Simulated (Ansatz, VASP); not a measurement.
# Mg3ZnTeSe3 in two plane-wave programs, part 2 of 3

One calculation is typed for both programs; each brings its own data sets. How far apart do they land? The cell is generated by rule, not measured, and may not be a known phase. The cell is taken from a series of runs on this material, whose earlier steps may have relaxed, scaled, displaced or heated it; both programs get it as it stands.

VASP 6.6.1 and Ansatz 0.2.0.

So far: The structure; VASP: zone-centre phonons, PBEsol.

**2. VASP: zone-centre phonons, PBEsol (continued)**

Level of this step: PBEsol; plane waves and PAW (Mg, Se, Te, Zn); invented cell (VASP).

From OUTCAR (step 2):

```text
ion  position               nearest neighbor table
   1  0.500  0.500  0.260-   4 2.58   4 2.58   7 2.75   7 2.75
   2  0.000  0.000  0.507-   5 2.57   5 2.57   4 2.58   4 2.58
   3  0.500  0.500  0.752-   6 2.57   6 2.57   5 2.57   5 2.57
   4  0.000  0.500  0.382-   1 2.58   1 2.58   2 2.58   2 2.58
   5  0.500  0.000  0.628-   2 2.57   2 2.57   3 2.57   3 2.57
   6  0.000  0.500  0.874-   8 2.49   8 2.49   3 2.57   3 2.57
   7  0.500  0.000  0.112-   8 2.61   8 2.61   1 2.75   1 2.75
   8  0.000  0.000  0.985-   6 2.49   6 2.49   7 2.61   7 2.61

  LATTYP: Found a simple orthorhombic cell.
 ALAT       =     4.2061836139
 B/A-ratio  =     1.0093817969
 C/A-ratio  =     2.8447392789

 Subroutine GETGRP returns: Found  4 space group operations
 (whereof  4 operations were pure point group operations)

The static configuration has the point symmetry C_2v.

 Found     50 irreducible k-points:

   k-points           NKPTS =     50   k-points in BZ     NKDIM =     50   number of bands    NBANDS=     29

   dimension x,y,z NGX =    36 NGY =   36 NGZ =   96
   dimension x,y,z NGXF=    72 NGYF=   72 NGZF=  192

   ENCUT  =  600.0 eV  44.10 Ry    6.64 a.u.   8.48  8.40 23.90*2*pi/ulx,y,z

   NELECT =      42.0000    total number of electrons

 k-points in reciprocal lattice and weights: Automatic mesh
   0.00000000  0.00000000  0.00000000       0.008
   0.12500000  0.00000000  0.00000000       0.016
   0.25000000  0.00000000  0.00000000       0.016
   0.37500000  0.00000000  0.00000000       0.016
   0.50000000  0.00000000  0.00000000       0.008
   0.00000000  0.12500000  0.00000000       0.016
   0.12500000  0.12500000  0.00000000       0.031
   0.25000000  0.12500000  0.00000000       0.031
   0.37500000  0.12500000  0.00000000       0.031
[...]
0.37500000  0.50000000  0.50000000       0.016
   0.50000000  0.50000000  0.50000000       0.008

 average (electrostatic) potential at core
       1 -38.9608       2 -39.0105       3 -38.9189       4 -55.2434       5 -55.1878
       6 -55.3786       7 -91.0796       8 -36.6782

 Eigenvectors and eigenvalues of the dynamical matrix
 ----------------------------------------------------

   1 f  =    9.574021 THz    60.155349 2PiTHz  319.354970 cm-1    39.594952 meV
             X         Y         Z           dx          dy          dz
      0.013952  2.988173  3.110499     0.000000    0.000000   -0.701552
      0.000000  0.000000  6.062618     0.000000    0.000000    0.020827
      0.013952  2.988173  8.999589     0.000000    0.000000    0.607864
     -1.487110  1.487110  4.572150    -0.000000   -0.000000    0.202021
      1.501062  1.501062  7.515162     0.000000   -0.000000   -0.195313
     -1.487110  1.487110 10.454495     0.000000   -0.000000   -0.182748
      1.501062  1.501062  1.341774    -0.000000   -0.000000    0.159018
      0.000000  0.000000 11.788443    -0.000000    0.000000    0.015798

   2 f  =    9.389229 THz    58.994264 2PiTHz  313.190958 cm-1    38.830712 meV
             X         Y         Z           dx          dy          dz
      0.013952  2.988173  3.110499    -0.000000    0.000000   -0.345721
      0.000000  0.000000  6.062618     0.000000    0.000000    0.810909
      0.013952  2.988173  8.999589     0.000000    0.000000   -0.400937
     -1.487110  1.487110  4.572150    -0.000000   -0.000000   -0.143169
      1.501062  1.501062  7.515162     0.000000   -0.000000   -0.121449
     -1.487110  1.487110 10.454495    -0.000000   -0.000000    0.134570
      1.501062  1.501062  1.341774    -0.000000   -0.000000    0.090861
      0.000000  0.000000 11.788443    -0.000000   -0.000000   -0.023281

   3 f  =    8.350901 THz    52.470260 2PiTHz  278.556079 cm-1    34.536537 meV
             X         Y         Z           dx          dy          dz
      0.013952  2.988173  3.110499    -0.000000    0.000000   -0.527369
      0.000000  0.000000  6.062618    -0.000000    0.000000   -0.436845
      0.013952  2.988173  8.999589     0.000000    0.000000   -0.581747
     -1.487110  1.487110  4.572150     0.000000   -0.000000    0.268608
      1.501062  1.501062  7.515162     0.000000   -0.000000    0.299491
     -1.487110  1.487110 10.454495     0.000000   -0.000000    0.082878
      1.501062  1.501062  1.341774     0.000000    0.000000    0.062155
      0.000000  0.000000 11.788443    -0.000000   -0.000000    0.141572

   4 f  =    8.243217 THz    51.793660 2PiTHz  274.964120 cm-1    34.091191 meV
             X         Y         Z           dx          dy          dz
      0.013952  2.988173  3.110499     0.089574    0.089574    0.000000
      0.000000  0.000000  6.062618     0.216494    0.216494   -0.000000
      0.013952  2.988173  8.999589     0.566534    0.566534   -0.000000
     -1.487110  1.487110  4.572150    -0.054732   -0.054732    0.000000
      1.501062  1.501062  7.515162    -0.130575   -0.130575   -0.000000
     -1.487110  1.487110 10.454495    -0.322161   -0.322161    0.000000
      1.501062  1.501062  1.341774     0.006436    0.006436    0.000000
      0.000000  0.000000 11.788443     0.016471    0.016471    0.000000

   5 f  =    8.011692 THz    50.338943 2PiTHz  267.241266 cm-1    33.133679 meV
             X         Y         Z           dx          dy          dz
      0.013952  2.988173  3.110499    -0.172201   -0.172201    0.000000
      0.000000  0.000000  6.062618    -0.543923   -0.543923    0.000000
      0.013952  2.988173  8.999589     0.230222    0.230222    0.000000
     -1.487110  1.487110  4.572150     0.111566    0.111566    0.000000
      1.501062  1.501062  7.515162     0.295397    0.295397    0.000000
     -1.487110  1.487110 10.454495    -0.147195   -0.147195    0.000000
      1.501062  1.501062  1.341774     0.010356    0.010356   -0.000000
      0.000000  0.000000 11.788443    -0.003494   -0.003494   -0.000000

   6 f  =    7.954543 THz    49.979868 2PiTHz  265.334995 cm-1    32.897332 meV
             X         Y         Z           dx          dy          dz
      0.013952  2.988173  3.110499    -0.078756    0.078756   -0.000000
      0.000000  0.000000  6.062618    -0.294752    0.294752    0.000000
      0.013952  2.988173  8.999589    -0.536537    0.536537    0.000000
     -1.487110  1.487110  4.572150     0.151725   -0.151725    0.000000
      1.501062  1.501062  7.515162     0.306863   -0.306863    0.000000
     -1.487110  1.487110 10.454495     0.023963   -0.023963    0.000000
      1.501062  1.501062  1.341774     0.030892   -0.030892   -0.000000
      0.000000  0.000000 11.788443    -0.018215    0.018215   -0.000000

   7 f  =    7.818859 THz    49.127338 2PiTHz  260.809054 cm-1    32.336187 meV
             X         Y         Z           dx          dy          dz
      0.013952  2.988173  3.110499     0.578629    0.578629    0.000000
      0.000000  0.000000  6.062618    -0.191797   -0.191797    0.000000
      0.013952  2.988173  8.999589    -0.020060   -0.020060   -0.000000
     -1.487110  1.487110  4.572150    -0.333594   -0.333594   -0.000000
      1.501062  1.501062  7.515162     0.127560    0.127560    0.000000
     -1.487110  1.487110 10.454495     0.002321    0.002321    0.000000
      1.501062  1.501062  1.341774    -0.012084   -0.012084   -0.000000
      0.000000  0.000000 11.788443     0.017078    0.017078   -0.000000

   8 f  =    7.797925 THz    48.995811 2PiTHz  260.110794 cm-1    32.249614 meV
             X         Y         Z           dx          dy          dz
      0.013952  2.988173  3.110499    -0.115409    0.115409    0.000000
      0.000000  0.000000  6.062618    -0.524015    0.524015   -0.000000
      0.013952  2.988173  8.999589     0.301151   -0.301151    0.000000
     -1.487110  1.487110  4.572150     0.306247   -0.306247   -0.000000
      1.501062  1.501062  7.515162    -0.160406    0.160406    0.000000
     -1.487110  1.487110 10.454495    -0.014611    0.014611    0.000000
      1.501062  1.501062  1.341774     0.040402   -0.040402    0.000000
      0.000000  0.000000 11.788443     0.005793   -0.005793    0.000000

   9 f  =    7.347711 THz    46.167032 2PiTHz  245.093270 cm-1    30.387679 meV
             X         Y         Z           dx          dy          dz
      0.013952  2.988173  3.110499    -0.631316    0.631316   -0.000000
      0.000000  0.000000  6.062618     0.137703   -0.137703    0.000000
      0.013952  2.988173  8.999589     0.011625   -0.011625   -0.000000
     -1.487110  1.487110  4.572150    -0.056030    0.056030    0.000000
      1.501062  1.501062  7.515162    -0.007786    0.007786   -0.000000
     -1.487110  1.487110 10.454495    -0.026105    0.026105    0.000000
      1.501062  1.501062  1.341774     0.280104   -0.280104   -0.000000
      0.000000  0.000000 11.788443     0.001719   -0.001719    0.000000

  10 f  =    5.942038 THz    37.334923 2PiTHz  198.205039 cm-1    24.574282 meV
             X         Y         Z           dx          dy          dz
      0.013952  2.988173  3.110499     0.000000   -0.000000    0.033885
      0.000000  0.000000  6.062618    -0.000000    0.000000    0.144692
      0.013952  2.988173  8.999589    -0.000000    0.000000   -0.021877
     -1.487110  1.487110  4.572150     0.000000    0.000000   -0.033765
      1.501062  1.501062  7.515162     0.000000   -0.000000    0.071719
     -1.487110  1.487110 10.454495    -0.000000    0.000000   -0.484553
      1.501062  1.501062  1.341774    -0.000000   -0.000000   -0.291877
      0.000000  0.000000 11.788443     0.000000   -0.000000    0.806951

  11 f  =    5.501388 THz    34.566239 2PiTHz  183.506545 cm-1    22.751902 meV
             X         Y         Z           dx          dy          dz
      0.013952  2.988173  3.110499    -0.003026   -0.003026   -0.000000
      0.000000  0.000000  6.062618    -0.004445   -0.004445   -0.000000
      0.013952  2.988173  8.999589    -0.004637   -0.004637   -0.000000
     -1.487110  1.487110  4.572150     0.041842    0.041842   -0.000000
    [... 145 further lines ...]
      1.501062  1.501062  1.341774    -0.359331    0.359331    0.000000
      0.000000  0.000000 11.788443    -0.244666    0.244666    0.000000

 ELASTIC MODULI CONTR FROM IONIC RELAXATION (kBar)
 Direction    XX          YY          ZZ          XY          YZ          ZX
 --------------------------------------------------------------------------------
 XX          -0.6278     -0.6278     -0.2655     -5.8111      0.0000      0.0000
 YY          -0.6278     -0.6278     -0.2655     -5.8111      0.0000      0.0000
 ZZ          -0.2655     -0.2655    -11.3826      8.8433      0.0000      0.0000
 XY          -5.8111     -5.8111      8.8433   -185.9260      0.0000     -0.0000
 YZ           0.0000      0.0000      0.0000      0.0000   -194.0495     -6.3318
 ZX           0.0000      0.0000      0.0000     -0.0000     -6.3318   -209.6160
 --------------------------------------------------------------------------------
```

The gap is read on the k-mesh alone, so it is an upper bound where the band edges lie off the mesh. Energies printed during the response cycles are not total energies of the cell. The PAW data sets were made with PBE, which is usual practice but a small mismatch for other functionals.

(Continued in part 3 of 3.)

[Lines on the potential files, build, host, timing and source positions are cut from VASP's logs without a mark.]

[Logs are printed without paths, hosts, clocks, repeated set-up lines and the standing remarks that a program may print on its own settings, such as how far it seeks lower states.]

[Hosts, paths, dates, database ids (printed as entryN), source tags and the programs' standing remarks are cut or masked in the printed files.]
